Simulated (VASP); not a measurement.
# YMg6Mn (Amm2) in VASP: equation of state

How stiff is YMg6Mn in PBE, and what volume does it want? The cell is scaled to several volumes.

Program: VASP 6.6.1. These are calculated values, not measurements. Logs are shortened: lines on timing, memory, paths and dates and some standing lists are left out, and cuts for length are marked.

## 1. The crystal as given

Symmetry: Amm2, No. 38, orthorhombic system. The conventional cell has a = 5.059 Å, b = 6.473 Å, c = 11.259 Å, α = 90.00°, β = 90.00°, γ = 90.00°. Y (site symmetry mm2) has 2 Mn at 3.10 Å and 10 Mg at 3.15 to 3.34 Å as nearest neighbours. Around Mn (site symmetry mm2) lie 2 Y at 3.10 Å and 10 Mg at 3.12 to 3.29 Å. Mg (site symmetry mm2) has 10 Mg at 3.13 to 3.33 Å and 2 Y at 3.24 Å as nearest neighbours. Mg (site symmetry m) is surrounded by 8 Mg at 3.10 to 3.37 Å and 2 Mn at 3.12 Å and 2 Y at 3.15 to 3.34 Å. Around Mg (site symmetry mm2) lie 10 Mg at 3.18 to 3.27 Å and 2 Mn at 3.24 Å. Mg (site symmetry m) has 8 Mg at 3.12 to 3.30 Å and 2 Y at 3.20 Å and 2 Mn at 3.20 to 3.29 Å as nearest neighbours.

The cell comes from a database or a generator and needn't be the stable form of this composition.

## 2. Equation of state, PBE, collinear spin, ferromagnetic start, 21.66 Å³/atom (volume scaled by 0.94)

INCAR reads:

```
SYSTEM = YMg6Mn
ALGO     = Normal         ! electronic algorithm
EDIFF    = 1E-7           ! SCF threshold, eV
ENCUT    = 520            ! plane-wave cutoff, eV
GGA      = PE             ! functional
ISIF     = 2              ! what is computed and relaxed
ISMEAR   = -1             ! smearing method
ISPIN    = 2              ! spin polarisation
LASPH    = .True.         ! aspherical terms in the spheres
LCHARG   = .False.        ! write CHGCAR
LMAXMIX  = 4              ! l up to which the mixer works
LORBIT   = 11             ! projections on sites
LREAL    = .False.        ! projectors in reciprocal space
LWAVE    = .False.        ! write WAVECAR
MAGMOM   = 0 4 0 0 0 0 0 0 ! initial moments
NBANDS   = 32             ! bands
NELM     = 120            ! most SCF steps
PREC     = Accurate       ! precision mode
SIGMA    = 0.05           ! smearing width, eV
```

KPOINTS reads:

```
k-points
0
Gamma
  5 5 5
  0 0 0
```

POSCAR reads:

```
YMg6Mn
1.0
    4.9556262062      0.0000000000      0.0000000000
    0.0000000000      3.1704975425      5.5147333042
    0.0000000000     -3.1704975425      5.5147333042
Y Mn Mg
1 1 6
Direct
    0.5000000000      0.6739800000      0.6739800000
    0.0000000000      0.8332210000      0.8332210000
    0.5000000000      0.1630530000      0.1630530000
    0.5000000000      0.1574520000      0.6780640000
    0.5000000000      0.6780640000      0.1574520000
    0.0000000000      0.3337230000      0.3337230000
    0.0000000000      0.3253250000      0.8351830000
    0.0000000000      0.8351830000      0.3253250000
```

Potentials or basis: VASP PAW PBE potentials, release 64 (Y_sv, Mn_pv, Mg).

Started as:

```sh
$ cat potpaw_PBE.64/Y_sv/POTCAR potpaw_PBE.64/Mn_pv/POTCAR potpaw_PBE.64/Mg/POTCAR > POTCAR
$ mpirun -np 1 vasp_std > vasp.out
```

OUTCAR:

```text
SYSTEM = YMg6Mn
   EDIFF = 1E-7
   ENCUT = 520
   GGA = PE
   ISIF = 2
   ISMEAR = -1
   ISPIN = 2
   LASPH = .True.
   LORBIT = 11
   LREAL = .False.
   NELM = 120
   PREC = Accurate

 Found     27 irreducible k-points:

 Following reciprocal coordinates:
            Coordinates               Weight
  0.000000  0.000000  0.000000      1.000000
  0.200000  0.000000  0.000000      2.000000
  0.400000  0.000000  0.000000      2.000000
  0.000000  0.200000  0.000000      4.000000
  0.200000  0.200000  0.000000      8.000000
  0.400000  0.200000  0.000000      8.000000
   k-points           NKPTS =     27   k-points in BZ     NKDIM =     27   number of bands    NBANDS=     32
   number of dos      NEDOS =    301   number of ions     NIONS =      8
   total plane-waves  NPLWV =  92160
   dimension x,y,z NGX =    40 NGY =   48 NGZ =   48
   dimension x,y,z NGXF=    80 NGYF=   96 NGZF=   96
   ions per type =               1   1   6
   NGX,Y,Z   is equivalent  to a cutoff of  13.42, 12.54, 12.54 a.u.
   NGXF,Y,Z  is equivalent  to a cutoff of  26.84, 25.09, 25.09 a.u.
 SYSTEM =  YMg6Mn
   PREC   = accura    normal or accurate (medium, high low for compatibility)
   ISTART =      0    job   : 0-new  1-cont  2-samecut
   ICHARG =      2    charge: 1-file 2-atom 10-const
   ISPIN  =      2    spin polarized calculation?
   LNONCOLLINEAR =      F non collinear calculations
   LSORBIT =      F    spin-orbit coupling
   LASPH  =      T    aspherical Exc in radial PAW
   ENCUT  =  520.0 eV  38.22 Ry    6.18 a.u.   9.21 11.83 11.83*2*pi/ulx,y,z
   NELM   =    120;   NELMIN=  2; NELMDL= -5     # of ELM steps
   EDIFF  = 0.1E-06   stopping-criterion for ELM
   LREAL  =      F    real-space projection
   EDIFFG = 0.1E-05   stopping-criterion for IOM
   NSW    =      0    number of steps for IOM
   IBRION =     -1    ionic relax: 0-MD 1-quasi-New 2-CG
   NFREE  =      0    steps in history (QN), initial steepest desc. (CG)
   ISIF   =      2    stress and relaxation
   ISYM   =      2    0-nonsym 1-usesym 2-fastsym
   POTIM  = 0.5000    time-step for ionic-motion
   TEBEG  =    0.0;   TEEND  =   0.0 temperature during run
   PSTRESS=    0.0 pullay stress
   NELECT =      36.0000    total number of electrons
   NUPDOWN=      -1.0000    fix difference up-down
   EMIN   =  10.00;   EMAX   =-10.00  energy-range for DOS
   EFERMI =   0.00;   METHOD = LEGACY
   ISMEAR =    -1;   SIGMA  =   0.05  broadening in eV -4-tet -1-fermi 0-gaus
   EFERMI_NEDOS =   21; number of points for ismear=-14 and -15
   IALGO  =     38    algorithm
   IMIX   =      4    mixing-type and parameters
     AMIX     =   0.40;   BMIX     =  1.00
     AMIX_MAG =   1.60;   BMIX_MAG =  1.00
  volume/ion in A,a.u.               =      21.66       146.18
  Fermi-wavevector in a.u.,A,eV,Ry     =   0.969577  1.832234 12.790551  0.940079
  Thomas-Fermi vector in A             =   2.099641
   LORBIT       =     11    0 simple, 1 ext, 2 COOP (PROOUT), +10 PAW based schemes
   GGA     = PE    functional components
   LHFCALC =     F    Hartree Fock is set to
   AEXX    =    0.0000 exact exchange contribution
   IVDW    =     0    specifies the selected vdW correction
   LEPSILON=     F    determine dielectric tensor
   LRPA    =     F    only Hartree local field effects (RPA)
 spin polarized calculation
  energy-cutoff  :      520.00
  volume of cell :      173.29
 maximum number of plane-waves:      4702
 NGX is ok and might be reduce to    40
   NGX = 19   NGY = 23   NGZ = 23

 number of electron      35.9999982 magnetization       3.5058069

 Free energy of the ion-electron system (eV)
  ---------------------------------------------------
  ext. energy  EPLUGINS =         0.00000000
  ---------------------------------------------------
  free energy    TOTEN  =       -23.61304956 eV

  energy without entropy =      -23.57264003  energy(sigma->0) =      -23.59284480

 E-fermi :   3.2964     XC(G=0):  -9.1864

 val. band max:        3.2922469396   @ k =   0.4000  -0.4000   0.2000
[... 62 lines left out ...]

 k-point     4 :       0.0000    0.2000    0.0000
  band No.  band energies     occupation
      1     -42.8206      1.00000
      2     -42.7872      1.00000
      3     -42.7729      1.00000
      4     -39.1232      1.00000
      5     -19.2064      1.00000
      6     -19.1893      1.00000
[... 22 lines left out ...]
     29       7.5989      0.00000
     30       7.9395      0.00000

 k-point     5 :       0.2000    0.2000    0.0000
  band No.  band energies     occupation
      1     -42.8207      1.00000
      2     -42.7871      1.00000
      3     -42.7729      1.00000
      4     -39.1231      1.00000
      5     -19.2110      1.00000
      6     -19.1889      1.00000
[... 22 lines left out ...]
     29       7.7139      0.00000
     30       7.9050      0.00000

 k-point     6 :       0.4000    0.2000    0.0000
  band No.  band energies     occupation
      1     -42.8209      1.00000
      2     -42.7871      1.00000
      3     -42.7729      1.00000
      4     -39.1228      1.00000
      5     -19.2185      1.00000
      6     -19.1882      1.00000
[... 22 lines left out ...]
     29       7.8736      0.00000
     30       7.9650      0.00000

 [... further k-points ...]

 [bands above 30 left out]

------------------------ aborting loop because EDIFF is reached ----------------------------------------

  FORCE on cell =-STRESS in cart. coord.  units (eV):
  Direction    XX          YY          ZZ          XY          YZ          ZX
  --------------------------------------------------------------------------------------
  -------------------------------------------------------------------------------------
  Total        2.6796339      2.8858726      2.8051506      0.0000000      0.0000000      0.0000000
  in kB       24.7745383     26.6813172     25.9350023      0.0000000      0.0000000      0.0000000
  external PRESSURE =      25.7969526 kB  Pullay stress =       0.0000000 kB

 VOLUME and BASIS-vectors are now :
 -----------------------------------------------------------------------------
  energy-cutoff  :      520.00
  volume of cell :      173.29
      direct lattice vectors                 reciprocal lattice vectors
     4.955626206  0.000000000  0.000000000     0.201790845  0.000000000  0.000000000
     0.000000000  3.170497543  5.514733304     0.000000000  0.157703954  0.090666216
     0.000000000 -3.170497543  5.514733304     0.000000000 -0.157703954  0.090666216

 POSITION                                       TOTAL-FORCE (eV/Angst)
 -----------------------------------------------------------------------------------
      2.47781      0.00000      7.43364         0.000000      0.000000      0.088265
      0.00000      0.00000      9.18998         0.000000      0.000000     -0.017029
      2.47781      0.00000      1.79839         0.000000      0.000000      0.021368
      2.47781     -1.65060      4.60765         0.000000      0.011801      0.059188
      2.47781      1.65060      4.60765         0.000000     -0.011801      0.059188
      0.00000      0.00000      3.68079         0.000000      0.000000     -0.028110
      0.00000     -1.61650      6.39989         0.000000     -0.045936     -0.091435
      0.00000      1.61650      6.39989         0.000000      0.045936     -0.091435
 -----------------------------------------------------------------------------------
    total drift:                               -0.000000     -0.000000     -0.000271

  FREE ENERGIE OF THE ION-ELECTRON SYSTEM (eV)
  ---------------------------------------------------
  free  energy   TOTEN  =       -23.6130495640 eV

  energy  without entropy=      -23.5726400349  energy(sigma->0) =      -23.59284480

 total charge

# of ion       s       p       d       f       tot
--------------------------------------------------
    1        2.247   6.321   1.066   0.012   9.646
    2        0.323   6.157   4.928   0.000  11.408
    3        0.227   0.145   0.013   0.000   0.385
    4        0.220   0.146   0.014   0.000   0.379
    5        0.220   0.146   0.014   0.000   0.379
    6        0.196   0.127   0.014   0.000   0.337
    7        0.222   0.142   0.014   0.000   0.377
    8        0.222   0.142   0.014   0.000   0.377
--------------------------------------------------
tot          3.877  13.324   6.077   0.012  23.290

 magnetization (x)

# of ion       s       p       d       f       tot
--------------------------------------------------
    1       -0.010   0.000  -0.093   0.001  -0.102
    2        0.048   0.036   3.584   0.000   3.667
    3        0.006   0.001  -0.001   0.000   0.006
    4       -0.005  -0.007  -0.000   0.000  -0.013
    5       -0.005  -0.007  -0.000   0.000  -0.013
    6       -0.010  -0.005  -0.000   0.000  -0.015
    7       -0.005  -0.008  -0.000   0.000  -0.013
    8       -0.005  -0.008  -0.000   0.000  -0.013
--------------------------------------------------
tot          0.014   0.002   3.488   0.001   3.506
```

Wall time 4.4 min (1 thread of AMD EPYC 9R45 (Zen 5), shared host); peak memory 0.49 GiB.

What came out:

| Quantity | Value |
| --- | --- |
| Free energy | -23.6130 eV |
| Pressure | 2.6 GPa |
| Largest force | 0.102 eV/Å |
| Band gap on the k mesh | none (metal or under the smearing width) |
| Net moment | 3.51 μB per cell |
| Site moments | Y -0.10; Mn +3.67; Mg +0.01, -0.01 μB |
| Valence electrons inside the program's atomic spheres | Y 9.65; Mn 11.41; Mg 0.39, 0.38, 0.34 |

## 3. Equation of state, PBE, collinear spin, ferromagnetic start, 22.12 Å³/atom (volume scaled by 0.96)

INCAR reads:

```
ALGO = Normal
EDIFF = 1E-7
ENCUT = 520
GGA = PE
ISIF = 2
ISMEAR = -1
ISPIN = 2
LASPH = True
LCHARG = False
LMAXMIX = 4
LORBIT = 11
LREAL = False
LWAVE = False
MAGMOM = 0 4 0 0 0 0 0 0
NBANDS = 32
NELM = 100
PREC = Accurate
SIGMA = 0.05
```

KPOINTS reads:

```
k-points
0
Gamma
  5 5 5
```

Changes to POSCAR since step 2:

```diff
@@ -2,5 +2,5 @@
 1.0
-    4.9556262062      0.0000000000      0.0000000000
-    0.0000000000      3.1704975425      5.5147333042
-    0.0000000000     -3.1704975425      5.5147333042
+    4.9905261322      0.0000000000      0.0000000000
+    0.0000000000      3.1928257256      5.5535707339
+    0.0000000000     -3.1928257256      5.5535707339
 Y Mn Mg
```

Potentials or basis: VASP PAW PBE potentials, release 64 (Y_sv, Mn_pv, Mg).

Started as:

```sh
$ cat potpaw_PBE.64/Y_sv/POTCAR potpaw_PBE.64/Mn_pv/POTCAR potpaw_PBE.64/Mg/POTCAR > POTCAR
$ mpirun -np 1 vasp_std > vasp.out
```

It took 4.4 min on 1 thread of AMD EPYC 9R45 (Zen 5), shared host; peak memory 0.48 GiB.

It converged, with:

* Free energy: -23.6611 eV
* Pressure: 1.6 GPa
* Largest force: 0.090 eV/Å
* Band gap on the k mesh: none (metal or under the smearing width)
* Net moment: 3.53 μB per cell
* Site moments: Y -0.11; Mn +3.71; Mg +0.01, -0.01 μB
* Valence electrons inside the program's atomic spheres: Y 9.61; Mn 11.39; Mg 0.38, 0.37, 0.33

## 4. Equation of state, PBE, collinear spin, ferromagnetic start, 22.58 Å³/atom (volume scaled by 0.98)

INCAR reads:

```
SYSTEM = YMg6Mn
ALGO = Normal
EDIFF = 1E-7
ENCUT = 520
GGA = PE
ISIF = 2
ISMEAR = -1
ISPIN = 2
LASPH = .True.
LCHARG = .False.
LMAXMIX = 4
LORBIT = 11
LREAL = .False.
LWAVE = .False.
MAGMOM = 0 4 0 0 0 0 0 0
NBANDS = 32
NELM = 150
PREC = Accurate
SIGMA = 0.05
```

KPOINTS reads:

```
k-points
0
Gamma
  5 5 5
  0 0 0
```

Changes to POSCAR since step 3:

```diff
@@ -2,5 +2,5 @@
 1.0
-    4.9905261322      0.0000000000      0.0000000000
-    0.0000000000      3.1928257256      5.5535707339
-    0.0000000000     -3.1928257256      5.5535707339
+    5.0249446414      0.0000000000      0.0000000000
+    0.0000000000      3.2148459092      5.5918724320
+    0.0000000000     -3.2148459092      5.5918724320
 Y Mn Mg
```

Started as:

```sh
$ cat potpaw_PBE.64/Y_sv/POTCAR potpaw_PBE.64/Mn_pv/POTCAR potpaw_PBE.64/Mg/POTCAR > POTCAR
$ mpirun -np 1 vasp_std > vasp.out
```

Run time: 4.4 min. Hardware: 1 thread of AMD EPYC 9R45 (Zen 5), shared host; peak memory 0.49 GiB.

The run converged. Its results:

| Item | Value |
| --- | --- |
| Free energy | -23.6872 eV |
| Pressure | 0.7 GPa |
| Largest force | 0.078 eV/Å |
| Band gap on the k mesh | none (metal or under the smearing width) |
| Net moment | 3.55 μB per cell |
| Site moments | Y -0.11; Mn +3.74; Mg +0.01, -0.01 μB |
| Valence electrons inside the program's atomic spheres | Y 9.58; Mn 11.38; Mg 0.37, 0.33 |

## 5. Equation of state, PBE, collinear spin, ferromagnetic start, 23.51 Å³/atom (volume scaled by 1.02)

INCAR reads:

```
SYSTEM = YMg6Mn
ALGO     = Normal         ! electronic algorithm
EDIFF    = 1E-7           ! SCF threshold, eV
ENCUT    = 520            ! plane-wave cutoff, eV
GGA      = PE             ! functional
ISIF     = 2              ! what is computed and relaxed
ISMEAR   = -1             ! smearing method
ISPIN    = 2              ! spin polarisation
LASPH    = .True.         ! aspherical terms in the spheres
LCHARG   = .False.        ! write CHGCAR
LMAXMIX  = 4              ! l up to which the mixer works
LORBIT   = 11             ! projections on sites
LREAL    = .False.        ! projectors in reciprocal space
LWAVE    = .False.        ! write WAVECAR
MAGMOM   = 0 4 0 0 0 0 0 0 ! initial moments
NBANDS   = 32             ! bands
NELM     = 120            ! most SCF steps
PREC     = Accurate       ! precision mode
SIGMA    = 0.05           ! smearing width, eV
```

KPOINTS is that of step 4.

Changes to POSCAR since step 4:

```diff
@@ -2,5 +2,5 @@
 1.0
-    5.0249446414      0.0000000000      0.0000000000
-    0.0000000000      3.2148459092      5.5918724320
-    0.0000000000     -3.2148459092      5.5918724320
+    5.0924016121      0.0000000000      0.0000000000
+    0.0000000000      3.2580033531      5.6669400799
+    0.0000000000     -3.2580033531      5.6669400799
 Y Mn Mg
```

Started as:

```sh
$ cat potpaw_PBE.64/Y_sv/POTCAR potpaw_PBE.64/Mn_pv/POTCAR potpaw_PBE.64/Mg/POTCAR > POTCAR
$ mpirun -np 1 vasp_std > vasp.out
```

It took 6.8 min on 1 thread of AMD EPYC 9R45 (Zen 5), shared host; peak memory 0.5 GiB.

It converged, with:

- Free energy: -23.6814 eV
- Pressure: -0.9 GPa
- Largest force: 0.060 eV/Å
- Band gap on the k mesh: none (metal or under the smearing width)
- Net moment: 3.59 μB per cell
- Site moments: Y -0.12; Mn +3.81; Mg +0.01, -0.01 μB
- Valence electrons inside the program's atomic spheres: Y 9.52; Mn 11.36; Mg 0.36, 0.32

## 6. Equation of state, PBE, collinear spin, ferromagnetic start, 23.97 Å³/atom (volume scaled by 1.04)

INCAR reads:

```
PREC = Accurate ; ENCUT = 520
EDIFF = 1E-7 ; ISMEAR = -1
SIGMA = 0.05 ; LREAL = F
LASPH = T ; NELM = 150
ALGO = Normal ; ISIF = 2
LWAVE = F ; LCHARG = F
ISPIN = 2 ; MAGMOM = 0 4 0 0 0 0 0 0
LORBIT = 11 ; LMAXMIX = 4
GGA = PE ; NBANDS = 32
```

KPOINTS reads:

```
regular mesh
0
Gamma
  5 5 5
```

Changes to POSCAR since step 5:

```diff
@@ -2,5 +2,5 @@
 1.0
-    5.0924016121      0.0000000000      0.0000000000
-    0.0000000000      3.2580033531      5.6669400799
-    0.0000000000     -3.2580033531      5.6669400799
+    5.1254700817      0.0000000000      0.0000000000
+    0.0000000000      3.2791598119      5.7037394233
+    0.0000000000     -3.2791598119      5.7037394233
 Y Mn Mg
```

Potentials or basis: VASP PAW PBE potentials, release 64 (Y_sv, Mn_pv, Mg).

Started as:

```sh
$ cat potpaw_PBE.64/Y_sv/POTCAR potpaw_PBE.64/Mn_pv/POTCAR potpaw_PBE.64/Mg/POTCAR > POTCAR
$ mpirun -np 1 vasp_std > vasp.out
```

Run time: 6.8 min. Hardware: 1 thread of AMD EPYC 9R45 (Zen 5), shared host; peak memory 0.51 GiB.

Results (log left out):

| Item | Value |
| --- | --- |
| Free energy | -23.6530 eV |
| Pressure | -1.6 GPa |
| Largest force | 0.061 eV/Å |
| Band gap on the k mesh | none (metal or under the smearing width) |
| Net moment | 3.61 μB per cell |
| Site moments | Y -0.13; Mn +3.84; Mg +0.00, -0.01 μB |
| Valence electrons inside the program's atomic spheres | Y 9.49; Mn 11.35; Mg 0.36, 0.35, 0.32 |

## 7. Equation of state, PBE, collinear spin, ferromagnetic start, 24.43 Å³/atom (volume scaled by 1.06)

INCAR reads:

```
SYSTEM = YMg6Mn
PREC = Accurate
ENCUT = 520
EDIFF = 1E-7
ISMEAR = -1
SIGMA = 0.05
LREAL = .False.
LASPH = .True.
NELM = 150
ALGO = Normal
ISIF = 2
LWAVE = .False.
LCHARG = .False.
ISPIN = 2
MAGMOM = 0 4 0 0 0 0 0 0
LORBIT = 11
LMAXMIX = 4
GGA = PE
NBANDS = 32
```

KPOINTS reads:

```
Automatic mesh
0
Gamma
  5 5 5
  0 0 0
```

Changes to POSCAR since step 6:

```diff
@@ -2,5 +2,5 @@
 1.0
-    5.1254700817      0.0000000000      0.0000000000
-    0.0000000000      3.2791598119      5.7037394233
-    0.0000000000     -3.2791598119      5.7037394233
+    5.1581172681      0.0000000000      0.0000000000
+    0.0000000000      3.3000467432      5.7400699532
+    0.0000000000     -3.3000467432      5.7400699532
 Y Mn Mg
```

Started as:

```sh
$ cat potpaw_PBE.64/Y_sv/POTCAR potpaw_PBE.64/Mn_pv/POTCAR potpaw_PBE.64/Mg/POTCAR > POTCAR
$ mpirun -np 1 vasp_std > vasp.out
```

Wall time 6.9 min (1 thread of AMD EPYC 9R45 (Zen 5), shared host); peak memory 0.52 GiB.

Results (log left out):

```
Free energy                                           : -23.6097 eV
Pressure                                              : -2.2 GPa
Largest force                                         : 0.063 eV/Å
Band gap on the k mesh                                : none (metal or under the smearing width)
Net moment                                            : 3.62 μB per cell
Site moments                                          : Y -0.13; Mn +3.87; Mg +0.00, -0.01 μB
Valence electrons inside the program's atomic spheres : Y 9.46; Mn 11.34; Mg 0.35, 0.31
```

## 8. Equation of state, PBE, collinear spin, ferromagnetic start

This step only gathers the single runs of the series.

What came out:

```
Equilibrium volume                        : 22.96 Å³/atom
Bulk modulus at fixed shape and positions : 40 GPa
Pressure derivative of the bulk modulus   : 3.8
```

Energy against volume, from the lowest point:
```
volume (Å³/atom)  energy (meV/atom)
          21.662              10.04
          22.122               4.03
          22.583               0.77
          23.044               0.00
          23.505               1.50
          23.966               5.05
          24.427              10.46
```

Caveat: the cell was scaled at fixed shape and fractional positions, which overstates the stiffness of a crystal with free parameters, most of all of layers and chains.
